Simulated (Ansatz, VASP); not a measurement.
# Sn: VASP beside Ansatz, part 2 of 2

One calculation is typed for both programs; each brings its own data sets. How far apart do they land? The cell is taken from a series of runs on this material, whose earlier steps may have relaxed, scaled, displaced or heated it; both programs get it as it stands.

VASP 6.6.1 and Ansatz 0.2.0.

So far: Starting point; VASP: zone-centre phonons, LDA.

## (2) VASP: zone-centre phonons, LDA (continued)

Level of this step: LDA; plane waves and PAW (Sn_d) (VASP).

Numbers of over 12 decimals in the logs are rounded to 6 here.

Parts of OUTCAR (step 2):

```text
ion  position               nearest neighbor table
   1  0.502  0.502  0.502-   2 2.77   2 2.77   2 2.77   2 2.80
   2  0.748  0.748  0.748-   1 2.77   1 2.77   1 2.77   1 2.80

  LATTYP: Found a trigonal (rhomboedric) cell.
 ALAT       =     4.5818240349
 COS(alpha) =     0.5209189078

 Subroutine GETGRP returns: Found 12 space group operations
 (whereof  6 operations were pure point group operations)

The static configuration has the point symmetry C_3v.
 The point group associated with its full space group is D_3d.

   k-points           NKPTS =   1728   k-points in BZ     NKDIM =   1728   number of bands    NBANDS=     20

   dimension x,y,z NGX =    36 NGY =   36 NGZ =   36
   dimension x,y,z NGXF=    72 NGYF=   72 NGZF=   72

   ENCUT  =  500.0 eV  36.75 Ry    6.06 a.u.   8.35  8.35  8.35*2*pi/ulx,y,z

   NELECT =      28.0000    total number of electrons

 k-points in reciprocal lattice and weights: Points of the shifted mesh
   0.04166667  0.04166667  0.04166667       0.001
   0.04166667  0.04166667  0.12500000       0.001
   0.04166667  0.04166667  0.20833333       0.001
   0.04166667  0.04166667  0.29166667       0.001
   0.04166667  0.04166667  0.37500000       0.001
   0.04166667  0.04166667  0.45833333       0.001
   0.04166667  0.04166667  0.54166667       0.001
   0.04166667  0.04166667  0.62500000       0.001
   0.04166667  0.04166667  0.70833333       0.001
[...]
0.95833333  0.95833333  0.87500000       0.001
   0.95833333  0.95833333  0.95833333       0.001

 average (electrostatic) potential at core
       1-101.0513       2-101.0513

  Total        0.5807618      0.5807618      0.5807618     -0.2876627     -0.2876627     -0.2876627
  in kB       14.1310282     14.1310282     14.1310282     -6.9993745     -6.9993745     -6.9993745
  external PRESSURE =      14.1310282 kB  Pullay stress =       0.0000000 kB

  energy-cutoff  :      500.00
  volume of cell :       65.85
      direct lattice vectors                 reciprocal lattice vectors
     0.068139701  3.239480550  3.239480550    -0.159302904  0.156021133  0.156021133
     3.239480550  0.068139701  3.239480550     0.156021133 -0.159302904  0.156021133
     3.239480550  3.239480550  0.068139701     0.156021133  0.156021133 -0.159302904

 POSITION                                       TOTAL-FORCE (eV/Angst)
 -----------------------------------------------------------------------------------
      3.28507      3.28507      3.28507        -0.000138     -0.000138     -0.000138
      4.89880      4.89880      4.89880         0.000138      0.000138      0.000138
 -----------------------------------------------------------------------------------
    total drift:                               -0.000000     -0.000000     -0.000000

 Eigenvectors and eigenvalues of the dynamical matrix
 ----------------------------------------------------

   1 f  =    5.912740 THz    37.150843 2PiTHz  197.227789 cm-1    24.453118 meV
             X         Y         Z           dx          dy          dz
      3.285074  3.285074  3.285074    -0.408248   -0.408248   -0.408248
      4.898802  4.898802  4.898802     0.408248    0.408248    0.408248

   2 f  =    5.896314 THz    37.047636 2PiTHz  196.679877 cm-1    24.385186 meV
             X         Y         Z           dx          dy          dz
      3.285074  3.285074  3.285074     0.564548   -0.386983   -0.177566
      4.898802  4.898802  4.898802    -0.564548    0.386983    0.177566

   3 f  =    5.896314 THz    37.047636 2PiTHz  196.679877 cm-1    24.385186 meV
             X         Y         Z           dx          dy          dz
      3.285074  3.285074  3.285074    -0.120907   -0.428460    0.549367
      4.898802  4.898802  4.898802     0.120907    0.428460   -0.549367

   4 f/i=    0.000000 THz     0.000000 2PiTHz    0.000002 cm-1     0.000000 meV
             X         Y         Z           dx          dy          dz
      3.285074  3.285074  3.285074     0.638505   -0.288920    0.094001
      4.898802  4.898802  4.898802     0.638505   -0.288920    0.094001

   5 f/i=    0.000000 THz     0.000000 2PiTHz    0.000003 cm-1     0.000000 meV
             X         Y         Z           dx          dy          dz
      3.285074  3.285074  3.285074     0.270211    0.439974   -0.483124
      4.898802  4.898802  4.898802     0.270211    0.439974   -0.483124

   6 f/i=    0.000000 THz     0.000001 2PiTHz    0.000003 cm-1     0.000000 meV
             X         Y         Z           dx          dy          dz
      3.285074  3.285074  3.285074     0.138913    0.472174    0.507696
      4.898802  4.898802  4.898802     0.138913    0.472174    0.507696

 ELASTIC MODULI CONTR FROM IONIC RELAXATION (kBar)
 Direction    XX          YY          ZZ          XY          YZ          ZX
 --------------------------------------------------------------------------------
 XX          -2.2208     -1.0380     -1.0380      5.5629     24.1784      2.1320
 YY          -1.0380     -2.2208     -1.0380      2.1320      5.5629     24.1784
 ZZ          -1.0380     -1.0380     -2.2208     24.1784      2.1320      5.5629
 XY           5.5629      2.1320     24.1784   -316.7677     40.1683     40.1683
 YZ          24.1784      5.5629      2.1320     40.1683   -316.7677     40.1683
 ZX           2.1320     24.1784      5.5629     40.1683     40.1683   -316.7677
 --------------------------------------------------------------------------------
```

## (3) Ansatz: zone-centre phonons, LDA

Ansatz runs on its PAW soft_1 files.

The same cell, functional (in two slightly different forms), mesh and smearing now go to Ansatz, which takes its cutoff from its data sets.

Contents of input.yaml:

```yaml
crystal:
  lattice:
    - [0.0681397011, 3.23948055, 3.23948055]
    - [3.23948055, 0.0681397011, 3.23948055]
    - [3.23948055, 3.23948055, 0.0681397011]
  atoms:
    - { symbol: Sn, position: [0.5017600694, 0.5017600694, 0.5017600694] }
    - { symbol: Sn, position: [0.7482399306, 0.7482399306, 0.7482399306] }
kpoints:
  mp_grid: { grid: [12, 12, 12], shift: [0.5, 0.5, 0.5] }
hamiltonian:
  xc: lda
  pseudopotentials: { kind: paw, azcp: { folder: soft_1 }, xc_functional: pbe }
scf:
  occupations: { method: gaussian, width: 0.015 }
output:
  eigenvalues: true
phonons:
  method: dfpt
```

The run is started by

```console
$ ansatz run input.yaml --threads 4 --pin off --max-ram 10240MiB --backend cpu --events-out ev --progress --plain --runs-dir out
```

The program printed:

```text
Engine: ansatz 0.2.0, aarch64-unknown-linux-gnu
Pseudopotentials: kind: paw
Pseudopotential: Sn, paw, valence charge 14, recommended cutoff 420 eV (normal), soft_1/Sn.paw.azcp
Functional definition: SPW92
  exchange = slater_x
  correlation = pw_c
Crystal: 2 atoms, lattice volume = 65.847 Å³
Basis set: ecut = 420 eV, 1279 PW (Γ), exchange–correlation on 64×64×64 points (8 copies of the dense FFT grid, shifted against one another)
Bands: 18, of which v1, the nominal top of the filled ones, is band 14 counted from 1 (13 counted from 0)
Symmetry: 12 space group operations
k-points: 468 of 1728 (irreducible under 2 space group operations, time reversal used)
Non-local potential: Sn, projectors of the file, l = 0: 2, l = 1: 2, l = 2: 2, l = 3: 1
PAW form: soft (Blöchl's): semilocal exchange-correlation on the pseudo side does not see the compensation charge
PAW frozen core: Sn, regenerated for the run's functional, and the local potential with it (the file was generated under x = pbe(κ = 0.804, μ = 0.219515), c = pbe(β = 0.066725))
PAW one-centre angular grid: Sn, 590 points (default); XC on 64 Gauss nodes
Initial density: superposition of atomic densities (chi_scale 0.1, normalization cell)
Initial wavefunctions: pseudopotential atomic-orbital guess
Functional: x = slater, c = lda
SCF iter   1: F=—  HF=-11759.269781 eV  |F-HF|=—  |Δ(HF+E_count)|=         —  Δρ=2.37e-2  dr2=4.09e-1  ethr=3.10e-3  ⟨swp⟩=6.1  Hψ=45910  notcnv=0
preconditioner: auto → none  [insulator: Δε(μ)=0.068 eV  Ē_g=20.078 eV  σ=0.015 eV  W_gap=1.00  n_scr=14 (ndim 8)  ℏωp=24.2 eV  f_vac=0.001  D(μ)=0.00/eV (n_scr^D=0)  ε∞_Penn≈2.5]
SCF iter   2: F=—  HF=-11759.147167 eV  |F-HF|=—  |Δ(HF+E_count)|=   1.23e-1  Δρ=9.79e-3  dr2=6.46e-2  ethr=1.46e-3  ⟨swp⟩=2.0  Hψ=14030  notcnv=0
SCF iter   3: F=—  HF=-11759.132000 eV  |F-HF|=—  |Δ(HF+E_count)|=   1.52e-2  Δρ=1.16e-3  dr2=6.17e-4  ethr=2.31e-4  ⟨swp⟩=2.0  Hψ=12179  notcnv=0
SCF iter   4: F=—  HF=-11759.132110 eV  |F-HF|=—  |Δ(HF+E_count)|=   1.10e-4  Δρ=5.08e-4  dr2=6.83e-5  ethr=2.20e-6  ⟨swp⟩=2.0  Hψ=16844  notcnv=0
SCF iter   5: F=—  HF=-11759.132103 eV  |F-HF|=—  |Δ(HF+E_count)|=   6.81e-6  Δρ=1.34e-4  dr2=4.53e-6  ethr=2.44e-7  ⟨swp⟩=2.8  Hψ=15050  notcnv=0
SCF iter   6: F=—  HF=-11759.132103 eV  |F-HF|=—  |Δ(HF+E_count)|=   3.14e-7  Δρ=2.21e-5  dr2=2.44e-7  ethr=1.62e-8  ⟨swp⟩=2.0  Hψ=14975  notcnv=0
SCF iter   7: F=—  HF=-11759.132104 eV  |F-HF|=—  |Δ(HF+E_count)|=   2.87e-7  Δρ=7.42e-6  dr2=2.49e-8  ethr=8.73e-10  ⟨swp⟩=2.0  Hψ=14688  notcnv=0
SCF iter   8: F=—  HF=-11759.132104 eV  |F-HF|=—  |Δ(HF+E_count)|=   1.16e-8  Δρ=3.26e-7  dr2=4.55e-11  ethr=8.89e-11  ⟨swp⟩=2.0  Hψ=13876  notcnv=0
SCF iter   9: F=-11759.132104 eV  HF=-11759.132104 eV  |F-HF|=5.46e-12  |Δ(HF+E_count)|=  2.18e-11  Δρ=3.61e-8  dr2=7.49e-13  ethr=1.00e-12  ⟨swp⟩=7.7  Hψ=39886  notcnv=0
SCF 1 converged in 9 iterations: F = -11759.132104 eV  dr2 = 7.49e-13
  greatest PAW one-centre occupation: 0.991 electrons in one spin orbital (limit 2), on the Sn atom at site 1 (counted from 0), in its partial waves of l = 2
DFPT response loops at Γ: preconditioner auto → Kerker (q_TF=auto, 2.366 Å⁻¹) (partly filled bands, converged f_vac=0.075); β = 1.00, the filter's whole step (`scf.mixing.beta` (0.50) is not read by the response loops under this deck's `scf.mixing.preconditioner`; to damp them name `kerker` or `kerker_dos`, under which they read `scf.mixing.beta`, and type it under 1.00, their step now; both keys bind the ground state too); Broyden in place of MSR1
SCF converged after 9 iterations
Free energy (F): -11759.132104 eV
Harris-Foulkes:  -11759.132104 eV  (|F-HF|=5.46e-12)
Internal energy: -11759.132072 eV  (E = F + TS)
E sigma→0 (E₀):  -11759.132088 eV
Entropy (-TS):   -0.000032 eV (-0.016 meV/atom)
Fermi energy:    8.112491 eV
--- Per-component energies (eV) ---
  E_band       = -243.232839
  E_kinetic    = 340.129472
  E_local      = -2583.204955  (includes V_loc(G=0)·N_el)
  E_nonlocal   = 299.170677
  E_hartree    = 1257.943396
  E_xc         = -250.461290
  E_vxc        = -162.900213  (∫ρ·V_xc dr)
  E_paw        = -8451.512131  (= ΣΔE_a)
  E_vpaw       = -652.315145  (= ΣTr[D̂ρ^β])
  E_aug_tail   = 0.000551  (compensation charges beyond the density's cutoff)
  E_ewald      = -2372.047573
  E_core_change = 0.849782  (= ΣΔE_core)
  E_smearing   = -0.000032  (= −TS)
  E_closure    = -0.000000  (closes the sum)
  Σ components = -11759.132104   (vs F -11759.132104, Δ=0.00e0)
--- Band table (eV; the first three rows and the last of 468) ---
  k-point 0: bands = [... 10 lower, -2.8706, 6.9662, 8.1786, 8.1786, 8.2666, 10.1473, 10.3067, 10.3067]
  k-point 1: bands = [... 10 lower, -2.7775, 6.1511, 7.5722, 8.0941, 8.7795, 10.4091, 10.4369, 10.7684]
  k-point 2: bands = [... 10 lower, -2.5460, 4.9534, 7.1041, 7.7850, 8.7346, 10.7588, 10.9398, 11.6545]
  k-point 467: bands = [... 10 lower, -1.1444, 1.5623, 6.5255, 6.8564, 8.1067, 11.1699, 11.3224, 13.5771]
--- Phonons (Γ-DFPT): 1 representative perturbation + reference, on 468 of 1728 k-points (Σ response iterations 3) ---
  k mesh reduced under 2 symmetry operations, with k and −k counted as one. Each operation leaves every solved perturbation unchanged. A smaller set is not used because it would not reduce the number of displacements times k-points to solve
  ASR residual: 3.695e-5 → 0.000e0 eV/Å²; symmetrization residual: 2.848e-12 eV/Å²
  ASR residual per site (eV/Å²): 3.69e-5 3.69e-5
  Γ frequencies (cm⁻¹): 0.00 0.00 0.00 192.51 194.06 194.06
  non-analytic LO–TO correction: not included (Born effective charges unavailable; polar crystals: no LO–TO splitting at Γ)
```

## (4) Side by side

Known differences besides the potentials themselves: the cutoff is 420 eV in Ansatz and 500 eV in VASP; VASP's log shows a relativistic correction to its local exchange, Ansatz's none. Total energies have different zeros and are not compared.

Zone-centre modes by rising frequency (cm⁻¹; imaginary ones negative):

```
program                               modes
 Ansatz  0.0, 0.0, 0.0, 192.5, 194.1, 194.1
   VASP  0.0, 0.0, 0.0, 196.7, 196.7, 197.2
```

The two lists differ in the order or number of single and degenerate modes, so they aren't paired one by one; the r.m.s. figure in the results sets the two lists side by side in order.

## (5) Outcome

```
r.m.s. difference of the optical zone-centre modes, each program's sorted by frequency (zone-centre phonons, LDA) : 3.4 cm⁻¹
```

In words: The r.m.s. difference of the optical zone-centre modes, each program's sorted by frequency is 3.4 cm⁻¹ (zone-centre phonons, LDA). How closely two codes agree says nothing of how well the functional describes the real material.

[Lines on the potential files, build, host, timing and source positions are cut from VASP's logs without a mark.]

[Logs are printed without paths, hosts, clocks, repeated set-up lines and the standing remarks that a program may print on its own settings, such as how far it seeks lower states.]

[Hosts, paths, dates, database ids (printed as entryN), source tags and the programs' standing remarks are cut or masked in the printed files.]
